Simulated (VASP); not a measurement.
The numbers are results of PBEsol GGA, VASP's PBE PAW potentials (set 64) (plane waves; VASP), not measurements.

The input files of a VASP run:

POSCAR:
```
SnO2
1
    4.8174103983     0.0000000000     0.0000000000
    0.0000000000     4.8174103983     0.0000000000
    0.0000000000     0.0000000000     3.2516765925
Sn O
2 4
Direct
  0.0000000000   0.0000000000   0.0000000000
  0.5000000000   0.5000000000   0.5000000000
  0.3063833544   0.3063833544   0.0000000000
  0.8063833544   0.1936166456   0.5000000000
  0.1936166456   0.8063833544   0.5000000000
  0.6936166456   0.6936166456   0.0000000000
```

File KPOINTS:
```
kpoints
0
Gamma
  5 5 7
```

**INCAR**
```
# general
SYSTEM  = SnO2
PREC    = Accurate
ENCUT   = 520
LREAL   = .False.
LASPH   = .True.

# electronic loop
EDIFF   = 1E-7
NELM    = 100
ALGO    = Normal
LMAXMIX = 4

# smearing
ISMEAR  = 0
SIGMA   = 0.05

# functional
GGA     = PS

# ions
IBRION  = 2
NSW     = 30
ISIF    = 4
EDIFFG  = -0.01

# output
LWAVE   = .False.
LCHARG  = .False.
```

POTCAR, in this order: Sn_d O (PBE.64 set). Program: vasp_std.

What VASP printed:

### OUTCAR
```
 ion  position               nearest neighbor table
   1  0.000  0.000  0.000-   3 2.09   6 2.09   5 2.09   4 2.09   4 2.09   5 2.09
   2  0.500  0.500  0.500-   4 2.09   5 2.09   3 2.09   6 2.09   3 2.09   6 2.09
   3  0.306  0.306  0.000-   1 2.09   2 2.09   2 2.09
   4  0.806  0.194  0.500-   2 2.09   1 2.09   1 2.09
   5  0.194  0.806  0.500-   2 2.09   1 2.09   1 2.09
   6  0.694  0.694  0.000-   1 2.09   2 2.09   2 2.09
  LATTYP: Found a simple tetragonal cell.
 ALAT       =     4.8174103983
 C/A-ratio  =     0.6749843430
 Subroutine PRICEL returns:
 Original cell was already a primitive cell.
 Subroutine GETGRP returns: Found 16 space group operations
The static configuration has the point symmetry D_2h.
 The point group associated with its full space group is D_4h.
The dynamic configuration has the point symmetry D_2h.
 Subroutine INISYM returns: Found 16 space group operations
 Subroutine IBZKPT returns following result:
 Found     24 irreducible k-points:

 Following reciprocal coordinates:
            Coordinates               Weight
  0.000000  0.000000  0.000000      1.000000
  0.200000  0.000000  0.000000      4.000000
  0.400000  0.000000  0.000000      4.000000
  0.200000  0.200000  0.000000      4.000000
  0.400000  0.200000  0.000000      8.000000
  0.400000  0.400000  0.000000      4.000000
  0.000000  0.000000  0.142857      2.000000
  0.200000  0.000000  0.142857      8.000000
  0.400000  0.000000  0.142857      8.000000
  0.200000  0.200000  0.142857      8.000000
  0.400000  0.200000  0.142857     16.000000
  0.400000  0.400000  0.142857      8.000000
  0.000000  0.000000  0.285714      2.000000
  0.200000  0.000000  0.285714      8.000000
  0.400000  0.000000  0.285714      8.000000
  0.200000  0.200000  0.285714      8.000000
  0.400000  0.200000  0.285714     16.000000
  0.400000  0.400000  0.285714      8.000000
...
```

**OSZICAR**
```
       N       E                     dE             d eps       ncg     rms          rms(c)
DAV:   1     0.655010428006E+03    0.65501E+03   -0.26423E+04  1589   0.258E+03
DAV:   2     0.546545413719E+02   -0.60036E+03   -0.57898E+03  1686   0.681E+02
DAV:   3    -0.401151026669E+02   -0.94770E+02   -0.92687E+02  1726   0.226E+02
DAV:   4    -0.448788730528E+02   -0.47638E+01   -0.47459E+01  1791   0.562E+01
DAV:   5    -0.450287237980E+02   -0.14985E+00   -0.14981E+00  1852   0.102E+01    0.145E+01
DAV:   6    -0.396420975298E+02    0.53866E+01   -0.21747E+01  2361   0.696E+01    0.562E+00
DAV:   7    -0.396913741243E+02   -0.49277E-01   -0.17998E+00  1649   0.795E+00    0.317E+00
DAV:   8    -0.396497937750E+02    0.41580E-01   -0.30103E-01  2172   0.468E+00    0.762E-01
DAV:   9    -0.396342442906E+02    0.15549E-01   -0.78368E-02  2181   0.366E+00    0.132E-01
DAV:  10    -0.396347766566E+02   -0.53237E-03   -0.55238E-03  2211   0.721E-01    0.498E-02
DAV:  11    -0.396348081548E+02   -0.31498E-04   -0.27438E-04  2364   0.184E-01    0.235E-02
DAV:  12    -0.396348083775E+02   -0.22273E-06   -0.14978E-05  1946   0.333E-02    0.149E-02
DAV:  13    -0.396348053245E+02    0.30530E-05   -0.14454E-05  2327   0.377E-02    0.236E-03
DAV:  14    -0.396348054377E+02   -0.11318E-06   -0.96378E-07  1813   0.783E-03    0.148E-03
DAV:  15    -0.396348055505E+02   -0.11288E-06   -0.22922E-08  1115   0.193E-03    0.816E-04
DAV:  16    -0.396348055996E+02   -0.49070E-07   -0.39246E-08  1052   0.284E-03
   1 F= -.39634806E+02 E0= -.39634806E+02  d E =-.396348E+02
       N       E                     dE             d eps       ncg     rms          rms(c)
DAV:   1    -0.396454815000E+02   -0.10676E-01   -0.96070E-01  1520   0.708E+00    0.611E-01
DAV:   2    -0.396419983577E+02    0.34831E-02   -0.45836E-02  1944   0.201E+00    0.355E-01
DAV:   3    -0.396379454668E+02    0.40529E-02   -0.50065E-03  2118   0.930E-01    0.679E-02
DAV:   4    -0.396380032054E+02   -0.57739E-04   -0.15506E-03  1790   0.278E-01    0.264E-02
DAV:   5    -0.396379934002E+02    0.98052E-05   -0.96303E-05  1741   0.995E-02    0.822E-03
DAV:   6    -0.396379938714E+02   -0.47118E-06   -0.15217E-05  2152   0.395E-02    0.391E-03
DAV:   7    -0.396379939555E+02   -0.84171E-07   -0.94771E-07  1829   0.823E-03
   2 F= -.39637994E+02 E0= -.39637994E+02  d E =-.318836E-02
       N       E                     dE             d eps       ncg     rms          rms(c)
DAV:   1    -0.396382219382E+02   -0.22807E-03   -0.20952E-02  1566   0.105E+00    0.903E-02
DAV:   2    -0.396381442790E+02    0.77659E-04   -0.98548E-04  1920   0.301E-01    0.524E-02
DAV:   3    -0.396380565363E+02    0.87743E-04   -0.10885E-04  2165   0.137E-01    0.101E-02
DAV:   4    -0.396380576852E+02   -0.11489E-05   -0.33960E-05  1783   0.400E-02    0.390E-03
DAV:   5    -0.396380573662E+02    0.31899E-06   -0.20062E-06  1756   0.148E-02    0.126E-03
DAV:   6    -0.396380573911E+02   -0.24907E-07   -0.27887E-07  1525   0.566E-03
   3 F= -.39638057E+02 E0= -.39638057E+02  d E =-.325179E-02
       N       E                     dE             d eps       ncg     rms          rms(c)
DAV:   1    -0.396380616473E+02   -0.42811E-05   -0.50698E-04  1579   0.163E-01    0.140E-02
DAV:   2    -0.396380598665E+02    0.17808E-05   -0.23991E-05  1928   0.472E-02    0.812E-03
DAV:   3    -0.396380578108E+02    0.20557E-05   -0.25553E-06  1966   0.213E-02    0.159E-03
DAV:   4    -0.396380578330E+02   -0.22222E-07   -0.91002E-07  1694   0.648E-03
   4 F= -.39638058E+02 E0= -.39638058E+02  d E =-.325223E-02
       N       E                     dE             d eps       ncg     rms          rms(c)
DAV:   1    -0.396381849887E+02   -0.12718E-03   -0.25143E-02  1488   0.107E+00    0.690E-02
DAV:   2    -0.396381658631E+02    0.19126E-04   -0.54382E-04  2024   0.215E-01    0.402E-02
DAV:   3    -0.396381333554E+02    0.32508E-04   -0.25615E-05  2228   0.647E-02    0.953E-03
DAV:   4    -0.396381320163E+02    0.13391E-05   -0.70165E-06  2229   0.219E-02    0.215E-03
DAV:   5    -0.396381320097E+02    0.66011E-08   -0.43182E-07  1439   0.598E-03
   5 F= -.39638132E+02 E0= -.39638132E+02  d E =-.741767E-04
```

**OUTCAR**
```
------------------------ aborting loop because EDIFF is reached ----------------------------------------
  FORCE on cell =-STRESS in cart. coord.  units (eV):
  Direction    XX          YY          ZZ          XY          YZ          ZX
  --------------------------------------------------------------------------------------
  Total       -2.3773122     -2.3773122     -2.3819109      0.0000000      0.0000000      0.0000000
  in kB      -50.4733547    -50.4733547    -50.5709909      0.0000000      0.0000000      0.0000000
  external PRESSURE =     -50.5059001 kB  Pullay stress =       0.0000000 kB
  volume of cell :       75.46
      direct lattice vectors                 reciprocal lattice vectors
     4.832200878  0.000000000  0.000000000     0.206945039  0.000000000  0.000000000
    -0.000000000  4.832200878  0.000000000    -0.000000000  0.206945039  0.000000000
     0.000000000  0.000000000  3.231801486     0.000000000  0.000000000  0.309424946
 POSITION                                       TOTAL-FORCE (eV/Angst)
 -----------------------------------------------------------------------------------
      0.00000      0.00000      0.00000        -0.000000     -0.000000      0.000000
      2.41610      2.41610      1.61590        -0.000000     -0.000000      0.000000
      1.48307      1.48307      0.00000        -0.003004     -0.003004      0.000000
      3.89917      0.93303      1.61590        -0.003004      0.003004     -0.000000
      0.93303      3.89917      1.61590         0.003004     -0.003004      0.000000
      3.34913      3.34913      0.00000         0.003004      0.003004     -0.000000
 -----------------------------------------------------------------------------------
    total drift:                                0.000000      0.000000      0.000000
  FREE ENERGIE OF THE ION-ELECTRON SYSTEM (eV)
  ---------------------------------------------------
  free  energy   TOTEN  =       -39.6381320097 eV

  energy  without entropy=      -39.6381320097  energy(sigma->0) =      -39.63813201

 reached required accuracy - stopping structural energy minimisation
```
(Selected blocks of OUTCAR.)

File CONTCAR:
```
SnO2
   1.00000000000000
     4.8322008783699095    0.0000000000000000    0.0000000000000000
    -0.0000000000000000    4.8322008783699095    0.0000000000000000
     0.0000000000000000    0.0000000000000000    3.2318014855631767
  Sn              O
     2     4
Direct
     0.0000000000000000    0.0000000000000000    0.0000000000000000
     0.5000000000000000    0.5000000000000000    0.5000000000000000
     0.3069132965820383    0.3069132965820383    0.0000000000000000
     0.8069132965820384    0.1930867034179617    0.5000000000000000
     0.1930867034179617    0.8069132965820384    0.5000000000000000
     0.6930867034179616    0.6930867034179616    0.0000000000000000
```

### OUTCAR
```
 val. band max:        5.4029597188   @ k =   0.0000   0.0000   0.0000

 cond. band min:       6.0000026087   @ k =   0.0000   0.0000   0.0000


 Fermi energy:         5.6540122081

 k-point     1 :       0.0000    0.0000    0.0000
  band No.  band energies     occupation
      1     -15.5544      2.00000
      2     -14.8926      2.00000
      3     -14.6743      2.00000
      4     -14.6493      2.00000
      5     -14.6493      2.00000
      6     -14.5741      2.00000
      7     -14.5495      2.00000
      8     -14.4784      2.00000
      9     -14.4384      2.00000
     10     -14.4384      2.00000
     11     -13.2250      2.00000
     12     -11.4782      2.00000
     13     -11.4782      2.00000
     14      -9.9458      2.00000
     15      -2.6428      2.00000
     16       1.4297      2.00000
     17       1.4297      2.00000
     18       1.5756      2.00000
     19       2.4404      2.00000
     20       3.3681      2.00000
     21       3.3830      2.00000
     22       4.1342      2.00000
     23       4.1342      2.00000
     24       4.6452      2.00000
     25       4.6452      2.00000
     26       5.4030      2.00000
     27       6.0000      0.00000
     28      10.9939      0.00000
     29      11.3164      0.00000
     30      11.3164      0.00000
     31      15.4004      0.00000

 k-point     2 :       0.2000    0.0000    0.0000
  band No.  band energies     occupation
      1     -15.5007      2.00000
      2     -14.9535      2.00000
      3     -14.6730      2.00000
      4     -14.6473      2.00000
      5     -14.6472      2.00000
      6     -14.6132      2.00000
      7     -14.5419      2.00000
      8     -14.4842      2.00000
      9     -14.4409      2.00000
     10     -14.4408      2.00000
     11     -13.1031      2.00000
     12     -11.7174      2.00000
     13     -11.2834      2.00000
     14     -10.0242      2.00000
     15      -2.3824      2.00000
     16       0.7343      2.00000
     17       1.6088      2.00000
...
```

Unless said otherwise, spin-orbit coupling is left out, though it shifts the bands of the heavy elements here.

The compound is SnO2 in the rutile structure. This cell is one point of a volume scan, at 1.03 of the reference volume. Symmetry was kept, so distortions that lower it aren't found.
